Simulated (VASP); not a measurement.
These are TPSS meta-GGA, VASP's PBE PAW potentials (set 64) (plane waves; VASP) values and carry that method's errors.

VASP ran on this input.

INCAR:
```
# general
SYSTEM  = Te
PREC    = Accurate
ENCUT   = 520
LREAL   = .FALSE.
LASPH   = .TRUE.

# electronic loop
EDIFF   = 1E-6
NELM    = 100
ALGO    = Normal
LMAXMIX = 4
LMIXTAU = .TRUE.

# smearing
ISMEAR  = 0
SIGMA   = 0.05

# functional
METAGGA = TPSS

# ions
IBRION  = 2
NSW     = 60
ISIF    = 3
EDIFFG  = -0.02

# output
LWAVE   = .FALSE.
LCHARG  = .FALSE.
```

POSCAR:
```
Te
1
    2.1980042566    -3.8070547597    -0.0000000000
    2.1980042566     3.8070547597     0.0000000000
    0.0000000000    -0.0000000000     5.8583662273
Te
3
Direct
  1.0000000000   0.2811410132   0.6666670000
  0.7188589868   0.7188589868   0.0000000000
  0.2811410132   1.0000000000   0.3333330000
```

KPOINTS:
```
Automatic mesh
0
Gamma
 5 5 4
0 0 0
```

POTCAR, in this order: Te (PBE.64 set). Program: vasp_std.

The run wrote:

**OSZICAR**
```
...
DAV:   5    -0.332433044999E+02   -0.31091E-05   -0.10384E-05   452   0.323E-02    0.248E-02
DAV:   6    -0.332432814510E+02    0.23049E-04   -0.15579E-05   442   0.430E-02    0.941E-03
DAV:   7    -0.332433072436E+02   -0.25793E-04   -0.12823E-05   442   0.388E-02    0.171E-03
DAV:   8    -0.332433087038E+02   -0.14602E-05   -0.56870E-07   226   0.751E-03    0.104E-03
DAV:   9    -0.332433088204E+02   -0.11659E-06   -0.60257E-08   221   0.244E-03
   4 F= -.33243309E+02 E0= -.33243309E+02  d E =-.860292E-02
       N       E                     dE             d eps       ncg     rms          rms(c)
DAV:   1    -0.332476664816E+02   -0.43578E-02   -0.14947E+00   442   0.726E+00    0.626E-01
DAV:   2    -0.332562284921E+02   -0.85620E-02   -0.69746E-02   502   0.171E+00    0.206E-01
DAV:   3    -0.332560840535E+02    0.14444E-03   -0.15238E-03   492   0.304E-01    0.122E-01
DAV:   4    -0.332559290388E+02    0.15501E-03   -0.59296E-04   497   0.163E-01    0.827E-02
DAV:   5    -0.332559618129E+02   -0.32774E-04   -0.66022E-05   452   0.796E-02    0.679E-02
DAV:   6    -0.332558183137E+02    0.14350E-03   -0.84840E-05   442   0.101E-01    0.206E-02
DAV:   7    -0.332559684805E+02   -0.15017E-03   -0.81234E-05   442   0.989E-02    0.349E-03
DAV:   8    -0.332559797524E+02   -0.11272E-04   -0.42322E-06   452   0.206E-02    0.286E-03
DAV:   9    -0.332559799968E+02   -0.24445E-06   -0.18732E-07   221   0.460E-03
   5 F= -.33255980E+02 E0= -.33255980E+02  d E =-.212741E-01
       N       E                     dE             d eps       ncg     rms          rms(c)
DAV:   1    -0.332559153917E+02    0.64361E-04   -0.15324E-01   442   0.233E+00    0.192E-01
DAV:   2    -0.332567763693E+02   -0.86098E-03   -0.70484E-03   502   0.546E-01    0.651E-02
DAV:   3    -0.332567621113E+02    0.14258E-04   -0.15908E-04   492   0.973E-02    0.381E-02
DAV:   4    -0.332567488238E+02    0.13288E-04   -0.55368E-05   497   0.500E-02    0.261E-02
DAV:   5    -0.332567513536E+02   -0.25298E-05   -0.70002E-06   452   0.257E-02    0.205E-02
DAV:   6    -0.332567383424E+02    0.13011E-04   -0.88215E-06   442   0.321E-02    0.654E-03
DAV:   7    -0.332567528756E+02   -0.14533E-04   -0.75514E-06   442   0.300E-02    0.132E-03
DAV:   8    -0.332567539195E+02   -0.10440E-05   -0.37457E-07   221   0.616E-03    0.753E-04
DAV:   9    -0.332567539948E+02   -0.75264E-07   -0.38288E-08   221   0.197E-03
   6 F= -.33256754E+02 E0= -.33256754E+02  d E =-.220481E-01
       N       E                     dE             d eps       ncg     rms          rms(c)
DAV:   1    -0.332607712222E+02   -0.40173E-02   -0.14609E-01   442   0.200E+00    0.264E-01
DAV:   2    -0.332588638460E+02    0.19074E-02   -0.54983E-03   452   0.493E-01    0.163E-01
DAV:   3    -0.332577764289E+02    0.10874E-02   -0.24888E-03   452   0.274E-01    0.133E-01
DAV:   4    -0.332577626410E+02    0.13788E-04   -0.10410E-04   512   0.696E-02    0.156E-01
DAV:   5    -0.332576459592E+02    0.11668E-03   -0.79579E-05   442   0.938E-02    0.135E-02
DAV:   6    -0.332577453989E+02   -0.99440E-04   -0.10966E-04   442   0.121E-01    0.358E-02
DAV:   7    -0.332577602748E+02   -0.14876E-04   -0.86494E-06   442   0.310E-02    0.791E-03
DAV:   8    -0.332577600373E+02    0.23757E-06   -0.19350E-07   241   0.463E-03
   7 F= -.33257760E+02 E0= -.33257760E+02  d E =-.100604E-02
       N       E                     dE             d eps       ncg     rms          rms(c)
DAV:   1    -0.332581461402E+02   -0.38587E-03   -0.16173E-02   442   0.665E-01    0.877E-02
DAV:   2    -0.332579335412E+02    0.21260E-03   -0.61121E-04   452   0.164E-01    0.534E-02
DAV:   3    -0.332578111793E+02    0.12236E-03   -0.27920E-04   452   0.922E-02    0.447E-02
DAV:   4    -0.332578095879E+02    0.15913E-05   -0.11075E-05   502   0.236E-02    0.512E-02
DAV:   5    -0.332577911302E+02    0.18458E-04   -0.11332E-05   442   0.360E-02    0.393E-03
DAV:   6    -0.332578061532E+02   -0.15023E-04   -0.15535E-05   442   0.460E-02    0.125E-02
DAV:   7    -0.332578080902E+02   -0.19370E-05   -0.10309E-06   266   0.109E-02    0.324E-03
DAV:   8    -0.332578080047E+02    0.85560E-07   -0.54147E-08   221   0.264E-03
   8 F= -.33257808E+02 E0= -.33257808E+02  d E =-.105401E-02
       N       E                     dE             d eps       ncg     rms          rms(c)
DAV:   1    -0.332585518191E+02   -0.74373E-03   -0.41895E-02   442   0.112E+00    0.205E-01
DAV:   2    -0.332585108189E+02    0.41000E-04   -0.16503E-03   472   0.263E-01    0.475E-02
DAV:   3    -0.332584980670E+02    0.12752E-04   -0.86172E-05   502   0.673E-02    0.362E-02
DAV:   4    -0.332584747699E+02    0.23297E-04   -0.54962E-05   467   0.463E-02    0.242E-02
DAV:   5    -0.332584731427E+02    0.16272E-05   -0.19323E-05   447   0.422E-02    0.102E-02
DAV:   6    -0.332584798025E+02   -0.66598E-05   -0.10691E-05   442   0.329E-02    0.472E-03
DAV:   7    -0.332584831359E+02   -0.33334E-05   -0.21832E-06   306   0.159E-02    0.324E-03
DAV:   8    -0.332584836449E+02   -0.50898E-06   -0.19081E-07   221   0.414E-03
   9 F= -.33258484E+02 E0= -.33258484E+02  d E =-.675640E-03
       N       E                     dE             d eps       ncg     rms          rms(c)
DAV:   1    -0.332591186109E+02   -0.63547E-03   -0.76971E-02   442   0.152E+00    0.280E-01
DAV:   2    -0.332590427610E+02    0.75850E-04   -0.30378E-03   472   0.356E-01    0.645E-02
DAV:   3    -0.332590184503E+02    0.24311E-04   -0.15770E-04   502   0.908E-02    0.494E-02
DAV:   4    -0.332589769966E+02    0.41454E-04   -0.10198E-04   467   0.630E-02    0.327E-02
DAV:   5    -0.332589750942E+02    0.19024E-05   -0.34075E-05   447   0.554E-02    0.135E-02
DAV:   6    -0.332589865594E+02   -0.11465E-04   -0.18383E-05   442   0.427E-02    0.616E-03
DAV:   7    -0.332589922248E+02   -0.56654E-05   -0.39377E-06   442   0.210E-02    0.471E-03
DAV:   8    -0.332589930744E+02   -0.84969E-06   -0.25021E-07   251   0.501E-03
  10 F= -.33258993E+02 E0= -.33258993E+02  d E =-.118507E-02
       N       E                     dE             d eps       ncg     rms          rms(c)
DAV:   1    -0.332591056766E+02   -0.11345E-03   -0.30893E-01   442   0.305E+00    0.574E-01
DAV:   2    -0.332588033215E+02    0.30236E-03   -0.12242E-02   467   0.715E-01    0.130E-01
DAV:   3    -0.332587041244E+02    0.99197E-04   -0.62540E-04   507   0.181E-01    0.101E-01
DAV:   4    -0.332585429299E+02    0.16119E-03   -0.42008E-04   467   0.128E-01    0.652E-02
DAV:   5    -0.332585402288E+02    0.27011E-05   -0.13327E-04   457   0.108E-01    0.272E-02
DAV:   6    -0.332585832698E+02   -0.43041E-04   -0.69947E-05   442   0.834E-02    0.127E-02
DAV:   7    -0.332586043856E+02   -0.21116E-04   -0.15981E-05   442   0.423E-02    0.934E-03
DAV:   8    -0.332586078604E+02   -0.34747E-05   -0.11827E-06   321   0.111E-02    0.209E-03
DAV:   9    -0.332586083395E+02   -0.47917E-06   -0.32612E-07   221   0.505E-03
  11 F= -.33258608E+02 E0= -.33258608E+02  d E =-.800335E-03
       N       E                     dE             d eps       ncg     rms          rms(c)
DAV:   1    -0.332593684263E+02   -0.76057E-03   -0.15574E-01   442   0.216E+00    0.397E-01
DAV:   2    -0.332591686339E+02    0.19979E-03   -0.61647E-03   467   0.507E-01    0.905E-02
DAV:   3    -0.332591112713E+02    0.57363E-04   -0.32320E-04   507   0.129E-01    0.695E-02
DAV:   4    -0.332590381523E+02    0.73119E-04   -0.20349E-04   467   0.892E-02    0.453E-02
DAV:   5    -0.332590380817E+02    0.70561E-07   -0.63036E-05   457   0.744E-02    0.186E-02
DAV:   6    -0.332590604399E+02   -0.22358E-04   -0.33024E-05   442   0.568E-02    0.887E-03
DAV:   7    -0.332590682861E+02   -0.78462E-05   -0.75386E-06   442   0.287E-02    0.655E-03
DAV:   8    -0.332590696193E+02   -0.13332E-05   -0.50400E-07   246   0.716E-03    0.128E-03
DAV:   9    -0.332590697578E+02   -0.13851E-06   -0.14344E-07   221   0.332E-03
  12 F= -.33259070E+02 E0= -.33259070E+02  d E =-.126175E-02
```

File OUTCAR:
```
------------------------ aborting loop because EDIFF is reached ----------------------------------------
  FORCE on cell =-STRESS in cart. coord.  units (eV):
  Direction    XX          YY          ZZ          XY          YZ          ZX
  --------------------------------------------------------------------------------------
  Total        0.0264087      0.0264087     -0.0204649      0.0000000     -0.0000000     -0.0000000
  in kB        0.4048808      0.4048807     -0.3137531      0.0000000     -0.0000000     -0.0000000
  external PRESSURE =       0.1653361 kB  Pullay stress =       0.0000000 kB
  volume of cell :      104.50
      direct lattice vectors                 reciprocal lattice vectors
     2.237165594 -3.874884170 -0.000000000     0.223497090 -0.129036115  0.000000000
     2.237165594  3.874884170  0.000000000     0.223497090  0.129036115 -0.000000000
     0.000000000  0.000000000  6.027598062     0.000000000 -0.000000000  0.165903564
 POSITION                                       TOTAL-FORCE (eV/Angst)
 -----------------------------------------------------------------------------------
      2.82894     -2.84990      4.01840         0.009165      0.015874      0.000000
      3.29078      0.00000      0.00000        -0.018330     -0.000000      0.000000
      2.82894      2.84990      2.00920         0.009165     -0.015874     -0.000000
 -----------------------------------------------------------------------------------
    total drift:                               -0.000172     -0.000385      0.000014
  FREE ENERGIE OF THE ION-ELECTRON SYSTEM (eV)
  ---------------------------------------------------
  free  energy   TOTEN  =       -33.2590697578 eV

  energy  without entropy=      -33.2590697578  energy(sigma->0) =      -33.25906976

 reached required accuracy - stopping structural energy minimisation
```
(Selected blocks of OUTCAR.)

CONTCAR:
```
Te
   1.00000000000000
     2.2371655935625916   -3.8748841696633356   -0.0000000000000000
     2.2371655935625916    3.8748841696633356    0.0000000000000000
     0.0000000000000000    0.0000000000000000    6.0275980615778293
  Te
     3
Direct
     0.9999999999991395    0.2645197341619812    0.6666669999999968
     0.7354802658388794    0.7354802658388794    0.0000000000000000
     0.2645197341619812    0.9999999999991395    0.3333330000000032
```

Energy and stress use the plane-wave basis of the starting cell.

The compound is Te in the trig structure. This run relaxes it. Symmetry was kept, so distortions that lower it aren't found. The start is the result of an earlier pass.
